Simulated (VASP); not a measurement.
Write the native input for VASP 6.6.1 that does the following.

```
Task                   : band structure
Functional             : PBE
Potentials or basis    : VASP PAW PBE potentials, release 64 (Si, C)
Cutoff                 : 520 eV
k mesh                 : 12 × 12 × 12
Occupations            : gaussian, width 0.02 eV
Spin                   : non-collinear spin, zero start, spin-orbit coupling
Starting moments       : [[0.0, 0.0, 0.0], [0.0, 0.0, 0.0]] μB
Further INCAR settings : ALGO = Fast; EDIFF = 1e-07
```

The system is SiC.

```
Si C
1.0
     0.00000    2.18970    2.18970
     2.18970    0.00000    2.18970
     2.18970    2.18970    0.00000
Si C
1 1
Direct
  0.00000 0.00000 0.00000
  0.25000 0.25000 0.25000
```

The input as run:

POSCAR

```
SiC                                     
1.0
    0.0000000000      2.1897029319      2.1897029319
    2.1897029319      0.0000000000      2.1897029319
    2.1897029319      2.1897029319      0.0000000000
  Si              C             
     1     1
Direct
     0.0000000000000000    0.0000000000000000    0.0000000000000000
     0.2500000000000000    0.2500000000000000    0.2500000000000000
```

INCAR.step1

```
ALGO     = Fast           # electronic algorithm
EDIFF    = 1E-7           # SCF threshold, eV
ENCUT    = 520            # plane-wave cutoff, eV
GGA      = PE             # functional
GGA_COMPAT= False        
ISIF     = 2              # what is computed and relaxed
ISMEAR   = 0              # smearing method
KPAR     = 4            
LASPH    = True           # aspherical terms in the spheres
LCHARG   = True           # write CHGCAR
LORBIT   = 11             # projections on sites
LREAL    = False          # projectors in reciprocal space
LSORBIT  = True           # spin-orbit coupling
LWAVE    = False          # write WAVECAR
MAGMOM   = 0 0 0 0 0 0    # initial moments
NELM     = 60             # most SCF steps
PREC     = Accurate       # precision mode
SIGMA    = 0.02           # smearing width, eV
```

KPOINTS.step1

```
k-points
0
Gamma
  12 12 12
```

INCAR.step2

```
ALGO     = Fast           # electronic algorithm
EDIFF    = 1E-7           # SCF threshold, eV
ENCUT    = 520            # plane-wave cutoff, eV
GGA      = PE             # functional
GGA_COMPAT= False        
ICHARG   = 11             # starting density
ISIF     = 2              # what is computed and relaxed
ISMEAR   = 0              # smearing method
KPAR     = 4            
LASPH    = True           # aspherical terms in the spheres
LCHARG   = False          # write CHGCAR
LORBIT   = 11             # projections on sites
LREAL    = False          # projectors in reciprocal space
LSORBIT  = True           # spin-orbit coupling
LWAVE    = False          # write WAVECAR
MAGMOM   = 0 0 0 0 0 0    # initial moments
NELM     = 60             # most SCF steps
PREC     = Accurate       # precision mode
SIGMA    = 0.05           # smearing width, eV
```

KPOINTS.step2

```
path GXWKGLUWLK,UX
15
line-mode
reciprocal
 0.0000000000  0.0000000000  0.0000000000  G
 0.5000000000  0.0000000000  0.5000000000  X

 0.5000000000  0.0000000000  0.5000000000  X
 0.5000000000  0.2500000000  0.7500000000  W

 0.5000000000  0.2500000000  0.7500000000  W
 0.3750000000  0.3750000000  0.7500000000  K

 0.3750000000  0.3750000000  0.7500000000  K
 0.0000000000  0.0000000000  0.0000000000  G

 0.0000000000  0.0000000000  0.0000000000  G
 0.5000000000  0.5000000000  0.5000000000  L

 0.5000000000  0.5000000000  0.5000000000  L
 0.6250000000  0.2500000000  0.6250000000  U

 0.6250000000  0.2500000000  0.6250000000  U
 0.5000000000  0.2500000000  0.7500000000  W

 0.5000000000  0.2500000000  0.7500000000  W
 0.5000000000  0.5000000000  0.5000000000  L

 0.5000000000  0.5000000000  0.5000000000  L
 0.3750000000  0.3750000000  0.7500000000  K

 0.6250000000  0.2500000000  0.6250000000  U
 0.5000000000  0.0000000000  0.5000000000  X
```

Potentials or basis: VASP PAW PBE potentials, release 64 (Si, C).

Run with:

```console
$ cat potpaw_PBE.64/Si/POTCAR potpaw_PBE.64/C/POTCAR > POTCAR
$ cp INCAR.step1 INCAR
$ cp KPOINTS.step1 KPOINTS
$ mpirun -np 4 vasp_ncl > vasp.out
$ cp INCAR.step2 INCAR
$ cp KPOINTS.step2 KPOINTS
$ mpirun -np 4 vasp_ncl > vasp.out
```

It gave:

* Net moment: 0.00 μB per cell

Caveat: the log is that of the step along the path at fixed density, whose energy, stress, charges and moments have no meaning.

Run time: 29 s on 4 MPI ranks on Intel(R) Xeon(R) Platinum 8488C (Sapphire Rapids), with other jobs on the host, peak memory 0.22 GiB a rank.
